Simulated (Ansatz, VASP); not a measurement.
**C (Diamond): VASP beside Ansatz**

One calculation is typed for both programs; each brings its own data sets and cutoff. How far apart do they land? The cell is taken from a series of VASP runs on this material, whose earlier steps may have relaxed, scaled or displaced it; both programs get it as it stands. Other levels of theory on this material are compared in a session of their own.

Program: Ansatz 0.2.0. Level of theory: plane waves, with VASP 6.6.1 beside it; band structure at PBE and dielectric response at LDA. Results are calculated unless marked as measured.

## Step 1: The structure

Symmetry: Fd-3m, No. 227, cubic system. Conventional cell: a = 3.567 Å, b = 3.567 Å, c = 3.567 Å, α = 90.00°, β = 90.00°, γ = 90.00°. Nearest to C lie 4 C at 1.54 Å.

## Step 2: Ansatz: band structure, PBE

Ansatz runs on its default PAW (the set named soft_2) files.

Levels along a path test the potential and the projectors away from the mesh points.

input.yaml reads:

```yaml
crystal:
  lattice:
    - [0.0, 1.78337, 1.78337]
    - [1.78337, 0.0, 1.78337]
    - [1.78337, 1.78337, 0.0]
  atoms:
    - { symbol: C, position: [0.75, 0.75, 0.75] }
    - { symbol: C, position: [0.5, 0.5, 0.5] }
hamiltonian:
  xc: pbe
  pseudopotentials: { kind: paw }
kpoints:
  mp_grid: { grid: [10, 10, 10] }
  band_path:
    path:
      - [0.0, 0.0, 0.0]
      - [0.16667, 0.0, 0.16667]
      - [0.33333, 0.0, 0.33333]
      - [0.38889, 0.0, 0.38889]
      - [0.5, 0.0, 0.5]
      - [0.5, 0.08333, 0.58333]
      - [0.5, 0.19444, 0.69444]
      - [0.5, 0.25, 0.75]
      - [0.45833, 0.29167, 0.75]
      - [0.40278, 0.34722, 0.75]
      - [0.375, 0.375, 0.75]
      - [0.20833, 0.20833, 0.41667]
      - [0.08333, 0.08333, 0.16667]
      - [0.0, 0.0, 0.0]
      - [0.22222, 0.22222, 0.22222]
      - [0.38889, 0.38889, 0.38889]
      - [0.51389, 0.47222, 0.51389]
      - [0.55556, 0.38889, 0.55556]
      - [0.61111, 0.27778, 0.61111]
      - [0.61111, 0.25, 0.63889]
      - [0.56944, 0.25, 0.68056]
      - [0.51389, 0.25, 0.73611]
      - [0.5, 0.27778, 0.72222]
      - [0.5, 0.38889, 0.61111]
      - [0.5, 0.47222, 0.52778]
      - [0.48611, 0.48611, 0.52778]
      - [0.43056, 0.43056, 0.63889]
      - [0.38889, 0.38889, 0.72222]
      - [0.59722, 0.19444, 0.59722]
      - [0.55556, 0.11111, 0.55556]
      - [0.5, 0.0, 0.5]
    npoints: 1
scf:
  occupations: { method: gaussian, width: 0.03 }
  n_extra_bands: 7
output:
  forces: true
  stress: true
  eigenvalues: true
  write_density: true
  write_potential: true
  elf: true
  volumetric_format: npy
```

On the command line:

```bash
ansatz run input.yaml --threads 2 --pin off --max-ram 4608MiB --backend cpu --events-out ev --progress --plain --runs-dir out
```

Numbers of over 12 decimals in the logs are rounded to 6 here.

What it wrote:

```text
scf.n_extra_bands = 7 over 4 filled bands (N_el = 8.0): the run solves 11 bands
Engine: ansatz 0.2.0, aarch64-unknown-linux-gnu
Pseudopotentials: kind: paw
Pseudopotential: C, paw, valence charge 4, recommended cutoff 420 eV (normal), C.paw.azcp
Functional definition: PBE
  parameter kappa = 0.804
  parameter beta = 0.066725
  exchange = pbe_x(kappa = kappa, mu = beta*pi^2/3)
  correlation = pbe_c(beta = beta)
Crystal: 2 atoms, lattice volume = 11.344 Å³
Basis set: ecut = 420 eV, 229 PW (Γ), exchange–correlation on 36×36×36 points (8 copies of the dense FFT grid, shifted against one another)
Bands: 11, of which v1, the nominal top of the filled ones, is band 4 counted from 1 (3 counted from 0)
Symmetry: 48 space group operations
Space group: Fd-3m (ITA 227), of the structure as read, at distance tolerance 2.2e-5 Å
k-points: 47 of 1000
Non-local potential: C, projectors of the file, l = 0: 2, l = 1: 2, l = 2: 1
PAW form: soft (Blöchl's): semilocal exchange-correlation on the pseudo side does not see the compensation charge
PAW one-centre angular grid: C, 110 points (default); XC on 64 Gauss nodes
Initial density: superposition of atomic densities (neutral atoms: chi_scale 0, normalization atom), corrected by the library's trained network
Initial wavefunctions: pseudopotential atomic-orbital guess
Functional: x = pbe(κ = 0.804, μ = 0.219515), c = pbe(β = 0.066725)
SCF iter   1: F=—  HF=-501.615217 eV  |F-HF|=—  |Δ(HF+E_count)|=         —  Δρ=1.71e-3  dr2=7.61e-5  ethr=1.77e-3  ⟨swp⟩=5.3  Hψ=2895  notcnv=0  defer=6
preconditioner: auto → none  [insulator: Δε(μ)=4.187 eV  Ē_g=24.992 eV  σ=0.030 eV  W_gap=1.00  n_scr=0 (ndim 8)  ℏωp=31.2 eV  f_vac=0.000  D(μ)=0.00/eV (n_scr^D=0)  ε∞_Penn≈2.6]
SCF iter   2: F=—  HF=-501.615278 eV  |F-HF|=—  |Δ(HF+E_count)|=   6.08e-5  Δρ=9.51e-4  dr2=3.25e-5  ethr=9.51e-7  ⟨swp⟩=2.0  Hψ=1064  notcnv=0  defer=48
SCF iter   3: F=—  HF=-501.615329 eV  |F-HF|=—  |Δ(HF+E_count)|=   5.07e-5  Δρ=2.88e-4  dr2=6.71e-6  ethr=4.07e-7  ⟨swp⟩=2.0  Hψ=592  notcnv=0  defer=48
SCF iter   4: F=—  HF=-501.615326 eV  |F-HF|=—  |Δ(HF+E_count)|=   2.06e-6  Δρ=1.04e-4  dr2=8.93e-7  ethr=8.39e-8  ⟨swp⟩=1.6  Hψ=496  notcnv=0  defer=48
iter 5 did not close the SCF: its close was put off for the readings that it lacked (scf_convergence_deferred on its scf_iter line)
SCF iter   5: F=-501.615326 eV  HF=-501.615326 eV  |F-HF|=1.88e-10  |Δ(HF+E_count)|=   3.18e-7  Δρ=3.69e-6  dr2=1.34e-9  ethr=1.12e-8  ⟨swp⟩=2.0  Hψ=592  notcnv=0  defer=48
SCF iter   6: F=-501.615326 eV  HF=-501.615326 eV  |F-HF|=9.62e-11  |Δ(HF+E_count)|=  3.72e-10  Δρ=1.76e-6  dr2=2.97e-10  ethr=1.68e-11  ⟨swp⟩=6.6  Hψ=2512  notcnv=0
SCF 1 converged in 6 iterations: F = -501.615326 eV  dr2 = 2.97e-10
  greatest PAW one-centre occupation: 0.644 electrons in one spin orbital (limit 2), on the C atom at site 1 (counted from 0), in its partial waves of l = 0
NSCF: frozen V_eff on 31 k-points
SCF converged after 6 iterations
Free energy (F): -501.615326 eV
Harris-Foulkes:  -501.615326 eV  (|F-HF|=9.62e-11)
Internal energy: -501.615326 eV  (E = F + TS)
E sigma→0 (E₀):  -501.615326 eV
Fermi energy:    15.405415 eV
--- Per-component energies (eV) ---
  E_band       = 34.707014
  E_kinetic    = 184.537252
  E_local      = -122.400048  (includes V_loc(G=0)·N_el)
  E_nonlocal   = 53.315088
  E_hartree    = 26.768641
  E_xc         = -97.431618
  E_vxc        = -120.957405  (∫ρ·V_xc dr)
  E_paw        = -198.443295  (= ΣΔE_a)
  E_vpaw       = -13.325330  (= ΣTr[D̂ρ^β])
  E_aug_tail   = 0.000018  (compensation charges beyond the density's cutoff)
  E_ewald      = -347.961363
  E_smearing   = -0.000000  (= −TS)
  E_closure    = 0.000000  (closes the sum)
  Σ components = -501.615326   (vs F -501.615326, Δ=0.00e0)
--- Forces (eV/Å), atoms counted from 1 ---
  atom   1  C     -0.00000000    -0.00000000    -0.00000000
  atom   2  C     -0.00000000    -0.00000000    -0.00000000
  max |Σ_I F_I| component: 1.85e-16 eV/Å
--- Stress (GPa, compression-positive) ---
        1.764975       0.000000       0.000000
       -0.000000       1.764975      -0.000000
       -0.000000       0.000000       1.764975
  P = ⅓ Tr σ = 1.7650 GPa (17.650 kbar)
--- Band table (eV; the first three rows and the last of 47) ---
  k-point 0: bands = [-8.1626, 13.3165, 13.3165, 13.3165, 18.9104, 18.9104, 18.9104, 26.5945, ... 3 higher]
  k-point 1: bands = [-7.8859, 11.6392, 12.8695, 12.8695, 19.4968, 19.4968, 19.8533, 26.8340, ... 3 higher]
  k-point 2: bands = [-7.0608, 8.4336, 11.9903, 11.9903, 20.6264, 20.6264, 21.0534, 27.5001, ... 3 higher]
  k-point 46: bands = [1.2391, 1.2391, 5.1889, 5.1889, 22.6935, 22.6935, 26.7978, 26.7978, ... 3 higher]
```

The job ended after 0.91 s (2 threads of Arm Neoverse N1, shared host; peak memory 0.24 GiB; 1.3 s of CPU time).

## Step 3: VASP: band structure, PBE

The same cell, functional, mesh and smearing now go to VASP, with its own data sets and cutoff.

Lines of VASP's logs that name or quote its potential files are left out, and so is its time.

INCAR reads:

```
SYSTEM = C
PREC = Accurate
ENCUT = 460
EDIFF = 1E-06
NELM = 100
ISMEAR = 0
SIGMA = 0.03
LREAL = .FALSE.
ALGO = Normal
GGA = PE
NBANDS = 16
LORBIT = 11
LWAVE = .FALSE.
LCHARG = .FALSE.
KPAR = 4
LASPH = .TRUE.
```

POSCAR reads:

```
C
1.0
    0.0000000000      1.7833700000      1.7833700000
    1.7833700000      0.0000000000      1.7833700000
    1.7833700000      1.7833700000      0.0000000000
C
2
Direct
    0.7500000000      0.7500000000      0.7500000000
    0.5000000000      0.5000000000      0.5000000000
```

KPOINTS reads:

```
Automatic mesh
0
Gamma
10 10 10
0 0 0
```

KPOINTS_OPT reads:

```
Line mode
10
Line-mode
Reciprocal
  0.00000000   0.00000000   0.00000000 GAMMA
  0.50000000   0.00000000   0.50000000 X

  0.50000000   0.00000000   0.50000000 X
  0.50000000   0.25000000   0.75000000 W

  0.50000000   0.25000000   0.75000000 W
  0.37500000   0.37500000   0.75000000 K

  0.37500000   0.37500000   0.75000000 K
  0.00000000   0.00000000   0.00000000 GAMMA

  0.00000000   0.00000000   0.00000000 GAMMA
  0.50000000   0.50000000   0.50000000 L

  0.50000000   0.50000000   0.50000000 L
  0.62500000   0.25000000   0.62500000 U

  0.62500000   0.25000000   0.62500000 U
  0.50000000   0.25000000   0.75000000 W

  0.50000000   0.25000000   0.75000000 W
  0.50000000   0.50000000   0.50000000 L

  0.50000000   0.50000000   0.50000000 L
  0.37500000   0.37500000   0.75000000 K

  0.62500000   0.25000000   0.62500000 U
  0.50000000   0.00000000   0.50000000 X
```

The projector-augmented-wave data sets are C (PBE family, release 64).

On the command line:

```bash
mpirun -np 4 vasp_std
```

What it wrote:

```text
[banner, memory and clock lines left out]
running    4 mpi-ranks, on    1 nodes
 distrk:  each k-point on    1 cores,    4 groups
 distr:  one band on    1 cores,    1 groups

 POSCAR found type information on POSCAR C
 POSCAR found :  1 types and       2 ions
 LDA part: xc-table for (Slater+PW92), standard interpolation
 POSCAR, INCAR and KPOINTS ok, starting setup
 FFT: planning ... GRIDC
 FFT: planning ... GRID_SOFT
 FFT: planning ... GRID
 WAVECAR not read
 entering main loop
       N       E                     dE             d eps       ncg     rms          rms(c)
DAV:   1     0.350908005549E+01    0.35091E+01   -0.40521E+03  1560   0.435E+02
DAV:   2    -0.185390718212E+02   -0.22048E+02   -0.21384E+02  2016   0.109E+02
DAV:   3    -0.188256498767E+02   -0.28658E+00   -0.28648E+00  1656   0.936E+00
DAV:   4    -0.188258444305E+02   -0.19455E-03   -0.19455E-03  1984   0.313E-01
DAV:   5    -0.188258445817E+02   -0.15118E-06   -0.15116E-06  1704   0.726E-03    0.559E+00
DAV:   6    -0.183473521661E+02    0.47849E+00   -0.16894E-01  1624   0.241E+00    0.335E+00
DAV:   7    -0.181861655520E+02    0.16119E+00   -0.22238E-01  1688   0.276E+00    0.788E-01
DAV:   8    -0.181880534384E+02   -0.18879E-02   -0.86726E-03  1672   0.535E-01    0.667E-02
DAV:   9    -0.181880698407E+02   -0.16402E-04   -0.30411E-05  1960   0.333E-02    0.240E-02
DAV:  10    -0.181880951265E+02   -0.25286E-04   -0.16717E-05  1704   0.258E-02    0.406E-03
DAV:  11    -0.181880949866E+02    0.13995E-06   -0.13801E-07  1472   0.251E-03
   1 F= -.18188095E+02 E0= -.18188095E+02  d E =-.673579E-47
 Start KPOINTS_OPT (optional k-point list driver)
k-point batch [1-47\100]
       N       E                     dE             ncg
DAV:   1     0.140668528823E+04   -0.12827E+05     1568
DAV:   2     0.461425590089E+03   -0.94526E+03     1984
DAV:   3     0.447862495565E+03   -0.13563E+02     1688
DAV:   4     0.447853152608E+03   -0.93430E-02     2000
DAV:   5     0.447853145466E+03   -0.71422E-05     1680
DAV:   6     0.447853145458E+03   -0.81045E-08     1600
[...]
k-point batch [95-100\100]
       N       E                     dE             ncg
DAV:   1     0.171349821051E+05   -0.24498E+04      200
DAV:   2     0.170035436414E+05   -0.13144E+03      248
DAV:   3     0.170020098462E+05   -0.15338E+01      240
DAV:   4     0.170020090082E+05   -0.83795E-03      256
DAV:   5     0.170020090078E+05   -0.46599E-06      224
```

From OUTCAR (step 3):

```text
ion  position               nearest neighbor table
   1  0.750  0.750  0.750-   2 1.54   2 1.54   2 1.54   2 1.54
   2  0.500  0.500  0.500-   1 1.54   1 1.54   1 1.54   1 1.54

  LATTYP: Found a face centered cubic cell.
 ALAT       =     3.5667400000

 Subroutine GETGRP returns: Found 48 space group operations
 (whereof 24 operations were pure point group operations)

The static configuration has the point symmetry T_d .
 The point group associated with its full space group is O_h .

 Found     47 irreducible k-points:

   k-points           NKPTS =     47   k-points in BZ     NKDIM =     47   number of bands    NBANDS=     16

   dimension x,y,z NGX =    18 NGY =   18 NGZ =   18
   dimension x,y,z NGXF=    36 NGYF=   36 NGZF=   36

   ENCUT  =  460.0 eV  33.81 Ry    5.81 a.u.   4.41  4.41  4.41*2*pi/ulx,y,z

   NELECT =       8.0000    total number of electrons

 k-points in reciprocal lattice and weights: Automatic mesh
   0.00000000  0.00000000  0.00000000       0.001
   0.10000000  0.00000000  0.00000000       0.008
   0.20000000  0.00000000  0.00000000       0.008
   0.30000000  0.00000000  0.00000000       0.008
   0.40000000  0.00000000  0.00000000       0.008
   0.50000000  0.00000000  0.00000000       0.004
   0.10000000  0.10000000  0.00000000       0.006
   0.20000000  0.10000000  0.00000000       0.024
   0.30000000  0.10000000  0.00000000       0.024
[...]
-0.30000000  0.40000000  0.20000000       0.024
  -0.30000000  0.50000000  0.20000000       0.012

 average (electrostatic) potential at core
       1 -45.3846       2 -45.3846

 E-fermi :  10.0275

 k-point     1 :       0.0000    0.0000    0.0000
  band No.  band energies     occupation
      1     -11.7471      2.00000
      2       9.7294      2.00000
      3       9.7294      2.00000
      4       9.7294      2.00000
      5      15.3244      0.00000
      6      15.3244      0.00000
      7      15.3244      0.00000
      8      23.0610      0.00000
      9      29.0248      0.00000
    ...

 k-point     2 :       0.1000    0.0000    0.0000
  band No.  band energies     occupation
      1     -11.4703      2.00000
      2       8.0544      2.00000
      3       9.2832      2.00000
      4       9.2833      2.00000
      5      15.9100      0.00000
      6      15.9100      0.00000
      7      16.2654      0.00000
      8      23.2985      0.00000
      9      29.4712      0.00000
    ...

 k-point     3 :       0.2000    0.0000    0.0000
  band No.  band energies     occupation
      1     -10.6450      2.00000
      2       4.8490      2.00000
      3       8.4074      2.00000
      4       8.4074      2.00000
      5      17.0385      0.00000
      6      17.0385      0.00000
      7      17.4728      0.00000
      8      23.9601      0.00000
      9      30.2375      0.00000
    ...

  Total        0.1439394      0.1439394      0.1439394     -0.0000000     -0.0000000     -0.0000000
  in kB       20.3299369     20.3299369     20.3299369     -0.0000000     -0.0000000     -0.0000000
  external PRESSURE =      20.3299369 kB  Pullay stress =       0.0000000 kB

  energy-cutoff  :      460.00
  volume of cell :       11.34
      direct lattice vectors                 reciprocal lattice vectors
     0.000000000  1.783370000  1.783370000    -0.280368067  0.280368067  0.280368067
     1.783370000  0.000000000  1.783370000     0.280368067 -0.280368067  0.280368067
     1.783370000  1.783370000  0.000000000     0.280368067  0.280368067 -0.280368067

 POSITION                                       TOTAL-FORCE (eV/Angst)
 -----------------------------------------------------------------------------------
      2.67505      2.67505      2.67505        -0.000000     -0.000000      0.000000
      1.78337      1.78337      1.78337         0.000000      0.000000     -0.000000
 -----------------------------------------------------------------------------------
    total drift:                                0.000000     -0.000000      0.000000

  FREE ENERGIE OF THE ION-ELECTRON SYSTEM (eV)
  ---------------------------------------------------
  free  energy   TOTEN  =       -18.1880949866 eV

  energy  without entropy=      -18.1880949866  energy(sigma->0) =      -18.18809499

 total charge
# of ion       s       p       d       tot
------------------------------------------
    1        0.831   1.748   0.000   2.579
    2        0.831   1.748   0.000   2.579
--------------------------------------------------
tot          1.662   3.497   0.000   5.158

[... 3 further parts left out ...]
```

The run ends at a pressure of 2.03 GPa.

## Step 4: Comparison

Known differences besides the potentials themselves: the cutoff is 420 eV in Ansatz and 460 eV in VASP. Total energies have different zeros and are not compared.

Compared:

```
                                        quantity  Ansatz   VASP  difference
                                  pressure (GPa)    1.76   2.03       -0.27
pressure without Ansatz's Pulay correction (GPa)    0.73   2.03       -1.31
                   gap over the path points (eV)   4.156  4.149      +0.007
```

Levels at points of the path, from each program's valence-band top (eV; 3 filled, then empty):

```
k (reciprocal lattice)                                Ansatz                                  VASP
     0.000 0.000 0.000         0.00 0.00 0.00 5.59 5.59 5.59         0.00 0.00 0.00 5.59 5.59 5.59
     0.167 0.000 0.167      -2.57 -2.57 -2.24 4.93 9.03 9.03      -2.57 -2.57 -2.24 4.93 9.03 9.03
     0.333 0.000 0.333     -7.18 -5.32 -5.32 4.16 7.74 14.04     -7.18 -5.31 -5.31 4.15 7.74 14.06
     0.389 0.000 0.389     -9.06 -5.86 -5.86 4.16 6.44 15.43     -9.06 -5.86 -5.86 4.15 6.43 15.46
     0.500 0.000 0.500    -12.77 -6.31 -6.31 4.77 4.77 16.80    -12.76 -6.30 -6.30 4.76 4.76 16.83
     0.500 0.083 0.583    -12.61 -6.82 -6.82 5.77 5.77 16.27    -12.60 -6.82 -6.82 5.77 5.77 16.30
     0.500 0.194 0.694    -12.10 -8.08 -8.08 9.19 9.19 13.66    -12.09 -8.08 -8.08 9.19 9.19 13.68
     0.500 0.250 0.750  -11.98 -8.33 -8.33 10.62 10.62 12.30  -11.97 -8.32 -8.32 10.63 10.63 12.32
     0.458 0.292 0.750   -11.66 -8.87 -7.27 8.60 10.85 12.95   -11.66 -8.86 -7.27 8.60 10.86 12.97
     0.403 0.347 0.750   -11.72 -9.27 -5.65 6.08 10.76 14.13   -11.71 -9.27 -5.65 6.07 10.77 14.15
```

Among the levels compared at these points, filled levels agree within 9 meV and empty ones within 31 meV. Ansatz's pressure holds a Pulay correction of 1.04 GPa; VASP's holds none.

(Part 1 of 2 ends here.)

[Lines on the potential files, build, host, timing and source positions are cut from VASP's logs without a mark.]

[Logs are printed without paths, hosts, clocks, repeated set-up lines and the standing remarks that a program may print on its own settings, such as how far it seeks lower states.]

[Hosts, paths, dates, database ids (printed as entryN), source tags and the programs' standing remarks are cut or masked in the printed files.]
